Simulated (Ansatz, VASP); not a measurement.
# Cross-check of LiH between VASP and Ansatz, part 2 of 2

Wanted: the spread between two codes on one cell, functional and k mesh. The cell is taken from a series of runs on this material, whose earlier steps may have relaxed, scaled, displaced or heated it; both programs get it as it stands.

VASP 6.6.1 and Ansatz 0.2.0.

So far: The starting structure; Ansatz: zone-centre phonons, LDA.

**3. VASP: zone-centre phonons, LDA**

Level of this step: LDA; plane waves and PAW (Li_sv, H) (VASP).

The same cell, functional (in two slightly different forms) and mesh now go to VASP, with its own data sets.

Lines of VASP's logs that name or quote its potential files are left out, and so is its time.

File INCAR:

```
SYSTEM = LiH
PREC = Accurate
ENCUT = 750
EDIFF = 1E-08
NELM = 120
ISMEAR = 0
SIGMA = 0.01
LREAL = .FALSE.
ALGO = Normal
GGA = CA
NBANDS = 8
LORBIT = 11
LWAVE = .FALSE.
LCHARG = .FALSE.
ISIF = 2
IBRION = 8
LEPSILON = .TRUE.
LASPH = .TRUE.
GGA_COMPAT = .FALSE.
EFERMI = MIDGAP
KPAR = 2
```

File POSCAR:

```
LiH
1.0
   -1.9546478665      0.0000000000      1.9546478665
    0.0000000000      1.9546478665      1.9546478665
   -1.9546478665      1.9546478665      0.0000000000
Li H
1 1
Direct
    0.0000000000      0.0000000000      0.0000000000
    0.5000000000      0.5000000000      0.5000000000
```

File KPOINTS:

```
Automatic mesh
0
Gamma
12 12 12
0 0 0
```

The projector-augmented-wave data sets are Li_sv and H (LDA family, release 64).

On the command line:

```
$ mpirun -np 2 vasp_std
```

The program printed:

```text
[banner, memory and clock lines left out]
running    2 mpi-ranks, on    1 nodes
 distrk:  each k-point on    1 cores,    2 groups
 distr:  one band on    1 cores,    1 groups

 POSCAR found type information on POSCAR LiH
 POSCAR found :  2 types and       2 ions
 LDA part: xc-table for (Slater(with rela. corr.)+CA(PZ))
 , standard interpolation
 POSCAR, INCAR and KPOINTS ok, starting setup
 FFT: planning ... GRIDC
 FFT: planning ... GRID_SOFT
 FFT: planning ... GRID
 WAVECAR not read
 entering main loop
       N       E                     dE             d eps       ncg     rms          rms(c)
DAV:   1    -0.127311087253E+01   -0.12731E+01   -0.19170E+03  1160   0.595E+02
DAV:   2    -0.669457407420E+01   -0.54215E+01   -0.50199E+01  1592   0.541E+01
DAV:   3    -0.675502206449E+01   -0.60448E-01   -0.60448E-01  1432   0.618E+00
DAV:   4    -0.675520379309E+01   -0.18173E-03   -0.18173E-03  1720   0.306E-01
DAV:   5    -0.675520422003E+01   -0.42694E-06   -0.42694E-06  1536   0.962E-03    0.286E+00
DAV:   6    -0.656159522188E+01    0.19361E+00   -0.17326E-01  1360   0.136E+00    0.141E+00
DAV:   7    -0.649562089890E+01    0.65974E-01   -0.21051E-01  1584   0.163E+00    0.207E-01
DAV:   8    -0.649633499818E+01   -0.71410E-03   -0.29598E-03  1232   0.411E-01    0.463E-02
DAV:   9    -0.649626882786E+01    0.66170E-04   -0.23239E-04  1704   0.682E-02    0.383E-03
DAV:  10    -0.649626855017E+01    0.27768E-06   -0.43631E-06  1384   0.175E-02    0.271E-03
DAV:  11    -0.649626859409E+01   -0.43918E-07   -0.79888E-08  1816   0.162E-03    0.271E-04
DAV:  12    -0.649626859023E+01    0.38602E-08   -0.27713E-09  1144   0.424E-04
   1 F= -.64962686E+01 E0= -.64962686E+01  d E =0.000000E+00
 Linear response reoptimize wavefunctions to high precision
DAV:   1    -0.649626859053E+01   -0.29672E-09   -0.21433E-09  1600   0.230E-04
DAV:   2    -0.649626859053E+01   -0.48317E-11   -0.48334E-11   784   0.599E-05
 Linear response G [H, r] |phi>, progress :
  Direction:   1
       N       E                     dE             d eps       ncg     rms
RMM:   1    -0.686995108137E+01   -0.68700E+01    0.90469E+02  1431   0.263E+02
RMM:   2    -0.110255893811E+02   -0.41556E+01   -0.61781E+00  2481   0.150E+01
RMM:   3    -0.111623655175E+02   -0.13678E+00   -0.60660E-01  2676   0.335E+00
RMM:   4    -0.111713249913E+02   -0.89595E-02   -0.15368E-02  2628   0.520E-01
RMM:   5    -0.111717685308E+02   -0.44354E-03   -0.13494E-03  2632   0.145E-01
RMM:   6    -0.111718013117E+02   -0.32781E-04   -0.59693E-05  2602   0.361E-02
RMM:   7    -0.111718038332E+02   -0.25215E-05   -0.66328E-06  2654   0.124E-02
RMM:   8    -0.111718040338E+02   -0.20061E-06   -0.23575E-07  2650   0.392E-03
RMM:   9    -0.111718040662E+02   -0.32440E-07   -0.12291E-05  2551   0.156E-03
RMM:  10    -0.111718040671E+02   -0.86700E-09   -0.78178E-06  2433   0.620E-04
RMM:  11    -0.111718040780E+02   -0.10889E-07   -0.44361E-06  2223   0.290E-04
RMM:  12    -0.111718040718E+02    0.61772E-08   -0.62389E-07  1949   0.145E-04
RMM:  13    -0.111718040726E+02   -0.74629E-09    0.94050E-09  1786   0.938E-05
 Linear response G [H, r] |phi>, progress :
  Direction:   2
       N       E                     dE             d eps       ncg     rms
RMM:   1    -0.843903467621E+01   -0.84390E+01    0.61001E+02  1476   0.211E+02
RMM:   2    -0.129305052504E+02   -0.44915E+01   -0.52726E+00  2505   0.138E+01
RMM:   3    -0.130723496889E+02   -0.14184E+00   -0.51863E-01  2682   0.297E+00
RMM:   4    -0.130801147881E+02   -0.77651E-02   -0.12265E-02  2630   0.495E-01
RMM:   5    -0.130805011494E+02   -0.38636E-03   -0.79896E-04  2620   0.125E-01
RMM:   6    -0.130805247930E+02   -0.23644E-04   -0.68039E-05  2591   0.346E-02
RMM:   7    -0.130805271324E+02   -0.23394E-05   -0.45548E-06  2647   0.103E-02
RMM:   8    -0.130805272986E+02   -0.16614E-06   -0.17389E-06  2618   0.347E-03
RMM:   9    -0.130805273121E+02   -0.13509E-07   -0.12745E-05  2560   0.136E-03
RMM:  10    -0.130805272893E+02    0.22802E-07   -0.10170E-05  2470   0.582E-04
RMM:  11    -0.130805272556E+02    0.33674E-07    0.74446E-07  2219   0.282E-04
RMM:  12    -0.130805272357E+02    0.19895E-07    0.13566E-07  1998   0.165E-04
RMM:  13    -0.130805272443E+02   -0.85999E-08    0.33532E-07  1813   0.119E-04
RMM:  14    -0.130805272476E+02   -0.32762E-08    0.86138E-07  1628   0.102E-04
RMM:  15    -0.130805272476E+02   -0.23455E-10    0.93130E-07  1485   0.961E-05
RMM:  16    -0.130805272476E+02    0.28917E-10    0.61507E-07  1428   0.949E-05
RMM:  17    -0.130805272477E+02   -0.87347E-10    0.89930E-07  1343   0.949E-05
 Linear response G [H, r] |phi>, progress :
  Direction:   3
       N       E                     dE             d eps       ncg     rms
RMM:   1    -0.909457954222E+01   -0.90946E+01    0.79209E+02  1501   0.244E+02
RMM:   2    -0.152041496658E+02   -0.61096E+01   -0.50030E+00  2325   0.143E+01
RMM:   3    -0.153694543544E+02   -0.16530E+00   -0.66929E-01  2509   0.352E+00
[...]
RMM:   8    -0.612093091385E-01   -0.45625E-07   -0.25690E-06  2640   0.106E-03
RMM:   9    -0.612093179343E-01   -0.87958E-08   -0.11299E-05  2483   0.402E-04
RMM:  10    -0.612093177924E-01    0.14190E-09   -0.66480E-06  2147   0.132E-04
RMM:  11    -0.612093102524E-01    0.75400E-08   -0.12459E-06  1829   0.393E-05
[...]
Linear response to external field, progress :
  Direction:   1
       N       E                     dE             d eps       ncg     rms          rms(c)
RMM:   1    -0.152829366157E+00   -0.15283E+00   -0.37751E-01  5816   0.327E+00
RMM:   2    -0.168519852910E+00   -0.15690E-01   -0.70810E-03  5670   0.683E-01    0.512E-01
RMM:   3    -0.169489627541E+00   -0.96977E-03   -0.32056E-03  5708   0.332E-01    0.302E-01
RMM:   4    -0.180636542859E+00   -0.11147E-01   -0.19309E-03  5395   0.257E-01    0.186E-02
RMM:   5    -0.181502464167E+00   -0.86592E-03   -0.23467E-04  5953   0.784E-02    0.727E-03
RMM:   6    -0.181476707720E+00    0.25756E-04   -0.21050E-05  5918   0.196E-02    0.135E-03
RMM:   7    -0.181457330453E+00    0.19377E-04   -0.20029E-05  6110   0.614E-03    0.344E-04
RMM:   8    -0.181450869986E+00    0.64605E-05   -0.16623E-05  6233   0.197E-03    0.614E-05
RMM:   9    -0.181448633678E+00    0.22363E-05   -0.89274E-06  6201   0.703E-04    0.156E-05
RMM:  10    -0.181448616540E+00    0.17138E-07   -0.10837E-05  5274   0.236E-04    0.202E-06
 change of polarisation eV/A/(eV/A) component  1 :     0.332     0.034     0.002
 dielectric tensor                  component  1 :     5.021     0.413     0.024
 Linear response to external field, progress :
  Direction:   2
       N       E                     dE             d eps       ncg     rms          rms(c)
RMM:   1    -0.152829367720E+00   -0.15283E+00   -0.37751E-01  5812   0.327E+00
RMM:   2    -0.168519888066E+00   -0.15691E-01   -0.70813E-03  5657   0.683E-01    0.512E-01
RMM:   3    -0.169489651546E+00   -0.96976E-03   -0.32047E-03  5687   0.331E-01    0.302E-01
RMM:   4    -0.180636449428E+00   -0.11147E-01   -0.19297E-03  5372   0.257E-01    0.186E-02
RMM:   5    -0.181501691955E+00   -0.86524E-03   -0.23465E-04  5934   0.784E-02    0.727E-03
RMM:   6    -0.181476651745E+00    0.25040E-04   -0.21449E-05  5895   0.196E-02    0.134E-03
RMM:   7    -0.181457419022E+00    0.19233E-04   -0.15500E-05  6059   0.611E-03    0.345E-04
RMM:   8    -0.181450845584E+00    0.65734E-05   -0.10473E-05  6189   0.197E-03    0.602E-05
RMM:   9    -0.181448527662E+00    0.23179E-05   -0.15987E-05  6166   0.703E-04    0.156E-05
RMM:  10    -0.181448640487E+00   -0.11282E-06   -0.13755E-05  5295   0.253E-04    0.192E-06
 change of polarisation eV/A/(eV/A) component  2 :     0.055     0.332    -0.040
 dielectric tensor                  component  2 :     0.666     5.021    -0.479
 Linear response to external field, progress :
  Direction:   3
       N       E                     dE             d eps       ncg     rms          rms(c)
RMM:   1    -0.152829366186E+00   -0.15283E+00   -0.37751E-01  5817   0.327E+00
RMM:   2    -0.168519852955E+00   -0.15690E-01   -0.70810E-03  5668   0.683E-01    0.512E-01
RMM:   3    -0.169489627935E+00   -0.96977E-03   -0.32055E-03  5703   0.332E-01    0.302E-01
RMM:   4    -0.180636442844E+00   -0.11147E-01   -0.19307E-03  5387   0.257E-01    0.186E-02
RMM:   5    -0.181502406907E+00   -0.86596E-03   -0.23473E-04  5950   0.784E-02    0.727E-03
RMM:   6    -0.181476681376E+00    0.25726E-04   -0.21341E-05  5917   0.196E-02    0.135E-03
RMM:   7    -0.181457519114E+00    0.19162E-04   -0.18413E-06  6092   0.610E-03    0.342E-04
RMM:   8    -0.181450742301E+00    0.67768E-05   -0.12898E-05  6205   0.198E-03    0.599E-05
RMM:   9    -0.181448582244E+00    0.21601E-05   -0.11775E-05  6195   0.705E-04    0.161E-05
RMM:  10    -0.181448681905E+00   -0.99660E-07   -0.13850E-05  5257   0.252E-04    0.259E-06
 change of polarisation eV/A/(eV/A) component  3 :     0.019    -0.005     0.332
 dielectric tensor                  component  3 :     0.236    -0.066     5.021
 Linear response DOF=           2
 Linear response progress:
  Degree of freedom:   1/  2
       N       E                     dE             d eps       ncg     rms          rms(c)
RMM:   1    -0.168999931553E+00   -0.16900E+00    0.55022E+00  3242   0.225E+01
RMM:   2    -0.176617945998E+00   -0.76180E-02   -0.15814E-02  4542   0.120E+00    0.498E-02
RMM:   3    -0.176648821314E+00   -0.30875E-04   -0.81045E-04  5456   0.211E-01    0.246E-02
RMM:   4    -0.176610119955E+00    0.38701E-04   -0.84129E-05  5572   0.597E-02    0.459E-03
RMM:   5    -0.176609076611E+00    0.10433E-05   -0.40706E-06  5831   0.135E-02    0.793E-04
RMM:   6    -0.176617684235E+00   -0.86076E-05   -0.33383E-07  5745   0.317E-03    0.475E-04
RMM:   7    -0.176627472690E+00   -0.97885E-05   -0.30949E-08  5565   0.111E-03    0.140E-04
RMM:   8    -0.176626569274E+00    0.90342E-06   -0.69852E-09  5876   0.417E-04    0.141E-05
RMM:   9    -0.176626311451E+00    0.25782E-06   -0.11214E-07  6070   0.154E-04    0.356E-06
RMM:  10    -0.176626331679E+00   -0.20228E-07    0.42312E-08  6347   0.656E-05    0.269E-06
RMM:  11    -0.176626378238E+00   -0.46559E-07    0.91219E-09  6093   0.300E-05    0.339E-07
RMM:  12    -0.176626378746E+00   -0.50833E-09   -0.18763E-08  5428   0.177E-05    0.636E-08
 first order change of Fermi-energy  -0.43634E-03
 force on displaced ion       1 direction 1 :  -1.356   0.000   0.000
 Born effective charge ion    1 direction 1 :   1.026   0.000   0.000
 Linear response progress:
  Degree of freedom:   2/  2
       N       E                     dE             d eps       ncg     rms          rms(c)
RMM:   1    -0.154574576616E-01   -0.15457E-01   -0.58487E-03  5644   0.590E-01
RMM:   2    -0.158171305742E-01   -0.35967E-03   -0.46910E-04  5353   0.964E-02    0.102E-01
RMM:   3    -0.162646853900E-01   -0.44755E-03   -0.61379E-05  5207   0.369E-02    0.592E-02
RMM:   4    -0.172311960480E-01   -0.96651E-03   -0.36591E-05  4894   0.339E-02    0.166E-03
RMM:   5    -0.172436956697E-01   -0.12500E-04   -0.17154E-06  5626   0.685E-03    0.894E-04
RMM:   6    -0.172403921819E-01    0.33035E-05   -0.15585E-07  5696   0.173E-03    0.784E-05
RMM:   7    -0.172409000174E-01   -0.50784E-06   -0.85941E-09  5933   0.435E-04    0.578E-05
RMM:   8    -0.172401852239E-01    0.71479E-06   -0.41771E-09  6009   0.129E-04    0.591E-06
RMM:   9    -0.172401622762E-01    0.22948E-07   -0.37742E-08  6144   0.405E-05    0.383E-06
RMM:  10    -0.172400931583E-01    0.69118E-07   -0.46190E-08  6136   0.151E-05    0.236E-07
RMM:  11    -0.172400963484E-01   -0.31901E-08   -0.17971E-08  5635   0.580E-06    0.174E-07
 first order change of Fermi-energy   0.95734E-03
 force on displaced ion       2 direction 1 :  -1.357   0.000   0.000
 Born effective charge ion    2 direction 1 :  -1.027   0.000   0.000
 Born effective charges drift removed
 Linear response finished
```

OUTCAR, selected parts (step 3):

```text
ion  position               nearest neighbor table
   1  0.000  0.000  0.000-
   2  0.500  0.500  0.500-

  LATTYP: Found a face centered cubic cell.
 ALAT       =     3.9092957330

 Subroutine GETGRP returns: Found 48 space group operations
 (whereof 48 operations were pure point group operations)

The static configuration has the point symmetry O_h .

 Found     72 irreducible k-points:

   k-points           NKPTS =     72   k-points in BZ     NKDIM =     72   number of bands    NBANDS=      8

   dimension x,y,z NGX =    28 NGY =   28 NGZ =   28
   dimension x,y,z NGXF=    56 NGYF=   56 NGZF=   56

   ENCUT  =  750.0 eV  55.12 Ry    7.42 a.u.   6.17  6.17  6.17*2*pi/ulx,y,z

   NELECT =       4.0000    total number of electrons

 k-points in reciprocal lattice and weights: Automatic mesh
   0.00000000  0.00000000  0.00000000       0.001
   0.08333333  0.00000000  0.00000000       0.005
   0.16666667  0.00000000  0.00000000       0.005
   0.25000000  0.00000000  0.00000000       0.005
   0.33333333  0.00000000  0.00000000       0.005
   0.41666667  0.00000000  0.00000000       0.005
   0.50000000  0.00000000  0.00000000       0.002
   0.08333333  0.08333333  0.00000000       0.003
   0.16666667  0.08333333  0.00000000       0.014
[...]
-0.33333333  0.50000000  0.16666667       0.007
  -0.25000000  0.50000000  0.25000000       0.003

 average (electrostatic) potential at core
       1 -65.5820       2 -33.3331

  Total       -0.0176895     -0.0176895     -0.0176895      0.0000000      0.0000000      0.0000000
  in kB       -1.8975435     -1.8975435     -1.8975435      0.0000000      0.0000000      0.0000000
  external PRESSURE =      -1.8975435 kB  Pullay stress =       0.0000000 kB

  energy-cutoff  :      750.00
  volume of cell :       14.94
      direct lattice vectors                 reciprocal lattice vectors
    -1.954647866  0.000000000  1.954647866    -0.255800550 -0.255800550  0.255800550
     0.000000000  1.954647866  1.954647866     0.255800550  0.255800550  0.255800550
    -1.954647866  1.954647866  0.000000000    -0.255800550  0.255800550 -0.255800550

 POSITION                                       TOTAL-FORCE (eV/Angst)
 -----------------------------------------------------------------------------------
      0.00000      0.00000      0.00000        -0.000000      0.000000     -0.000000
     -1.95465      1.95465      1.95465         0.000000     -0.000000      0.000000
 -----------------------------------------------------------------------------------
    total drift:                               -0.000000      0.000000      0.000000

 MACROSCOPIC STATIC DIELECTRIC TENSOR (including local field effects in DFT)
 ------------------------------------------------------
           5.021485     0.000000     0.000000
           0.000000     5.021485     0.000000
           0.000000     0.000000     5.021485
 ------------------------------------------------------

 PIEZOELECTRIC TENSOR (including local field effects)  for field in x, y, z        (C/m^2)
          XX          YY          ZZ          XY          YZ          ZX
  --------------------------------------------------------------------------------
  x     0.00000     0.00000     0.00000     0.00000     0.00000     0.00000
  y     0.00000     0.00000     0.00000     0.00000     0.00000     0.00000
  z     0.00000     0.00000     0.00000     0.00000     0.00000     0.00000

 BORN EFFECTIVE CHARGES (including local field effects) (in |e|, cummulative output)
 ---------------------------------------------------------------------------------
 ion    1
    1     1.02671    -0.00000     0.00000
    2    -0.00000     1.02671     0.00000
    3     0.00000     0.00000     1.02671
 ion    2
    1    -1.02671     0.00000    -0.00000
    2     0.00000    -1.02671    -0.00000
    3    -0.00000    -0.00000    -1.02671

 Eigenvectors and eigenvalues of the dynamical matrix
 ----------------------------------------------------

   1 f  =   19.466169 THz   122.309546 2PiTHz  649.321500 cm-1    80.505569 meV
             X         Y         Z           dx          dy          dz
      0.000000  0.000000  0.000000     0.000000    0.353202   -0.000000
     -1.954648  1.954648  1.954648    -0.000000   -0.935547   -0.000000

   2 f  =   19.466169 THz   122.309546 2PiTHz  649.321500 cm-1    80.505569 meV
             X         Y         Z           dx          dy          dz
      0.000000  0.000000  0.000000     0.000000    0.000000   -0.353202
     -1.954648  1.954648  1.954648     0.000000    0.000000    0.935547

   3 f  =   19.466169 THz   122.309546 2PiTHz  649.321500 cm-1    80.505569 meV
             X         Y         Z           dx          dy          dz
      0.000000  0.000000  0.000000    -0.353202    0.000000    0.000000
     -1.954648  1.954648  1.954648     0.935547   -0.000000    0.000000

   4 f/i=    0.002718 THz     0.017077 2PiTHz    0.090660 cm-1     0.011240 meV
             X         Y         Z           dx          dy          dz
      0.000000  0.000000  0.000000    -0.047037    0.076665    0.931213
     -1.954648  1.954648  1.954648    -0.017758    0.028944    0.351566

   5 f/i=    0.002718 THz     0.017077 2PiTHz    0.090660 cm-1     0.011240 meV
             X         Y         Z           dx          dy          dz
      0.000000  0.000000  0.000000    -0.700846   -0.619531    0.015604
     -1.954648  1.954648  1.954648    -0.264594   -0.233895    0.005891

   6 f/i=    0.002718 THz     0.017077 2PiTHz    0.090660 cm-1     0.011240 meV
             X         Y         Z           dx          dy          dz
      0.000000  0.000000  0.000000     0.617940   -0.696815    0.088581
     -1.954648  1.954648  1.954648     0.233294   -0.263072    0.033442

 MACROSCOPIC STATIC DIELECTRIC TENSOR IONIC CONTRIBUTION
 ------------------------------------------------------
           9.415033    -0.000000     0.000000
          -0.000000     9.415033     0.000000
           0.000000     0.000000     9.415033
 ------------------------------------------------------

 ELASTIC MODULI CONTR FROM IONIC RELAXATION (kBar)
 Direction    XX          YY          ZZ          XY          YZ          ZX
 --------------------------------------------------------------------------------
 XX           0.0000      0.0000      0.0000      0.0000      0.0000      0.0000
 YY           0.0000      0.0000      0.0000      0.0000      0.0000      0.0000
 ZZ           0.0000      0.0000      0.0000      0.0000      0.0000      0.0000
 XY           0.0000      0.0000      0.0000      0.0000      0.0000      0.0000
 YZ           0.0000      0.0000      0.0000      0.0000      0.0000      0.0000
 ZX           0.0000      0.0000      0.0000      0.0000      0.0000      0.0000
 --------------------------------------------------------------------------------

 PIEZOELECTRIC TENSOR IONIC CONTR  for field in x, y, z        (C/m^2)
          XX          YY          ZZ          XY          YZ          ZX
  --------------------------------------------------------------------------------
  x     0.00000     0.00000     0.00000     0.00000     0.00000     0.00000
  y     0.00000     0.00000     0.00000     0.00000     0.00000     0.00000
  z     0.00000     0.00000     0.00000     0.00000     0.00000     0.00000
```

**4. Side by side**

Known differences besides the potentials themselves: the two LDA forms differ slightly; fixed occupations in Ansatz, narrow Gaussian smearing in VASP; VASP's run holds the zone centre alone; VASP's response is taken on the typed mesh, Ansatz refines its own for the field response alone; the cutoff is 1006.82 eV in Ansatz and 750 eV in VASP; VASP's log shows a relativistic correction to its local exchange, Ansatz's none. Total energies have different zeros and are not compared.

The two programs side by side:

```
                                     quantity  Ansatz   VASP  difference
                                        ε∞ xx    4.98   5.02     -0.85 %
                                        ε∞ yy    4.98   5.02     -0.85 %
                                        ε∞ zz    4.98   5.02     -0.85 %
Born charge of Li1 (mean of the diagonal) (e)    1.03   1.03        0.00
 Born charge of H2 (mean of the diagonal) (e)   -1.03  -1.03        0.00
                   optical mode 1 to 3 (cm⁻¹)   647.4  649.3     -0.29 %
```

Modes are paired by rising frequency, not by their patterns, so a pair may set unlike modes beside each other; they are those without the splitting of longitudinal modes.

**5. Summary of results**

```yaml
r_m_s_difference_of_the_optical_zone_centre_modes_each_program_s_sorted_by_frequency_zone_centre_phonons_lda: 1.9 cm⁻¹
difference_in_eps_infinity_xx_zone_centre_phonons_lda: -0.9 %
```

The r.m.s. difference of the optical zone-centre modes, each program's sorted by frequency is 1.9 cm⁻¹ (zone-centre phonons, LDA). Among the rows given in per cent, the largest difference of the zone-centre phonons, LDA pair is in ε∞ xx, -0.9 %. How closely two codes agree says nothing of how well the functional describes the real material.

[Lines on the potential files, build, host, timing and source positions are cut from VASP's logs without a mark.]

[Logs are printed without paths, hosts, clocks, repeated set-up lines and the standing remarks that a program may print on its own settings, such as how far it seeks lower states.]

[Hosts, paths, dates, database ids (printed as entryN), source tags and the programs' standing remarks are cut or masked in the printed files.]
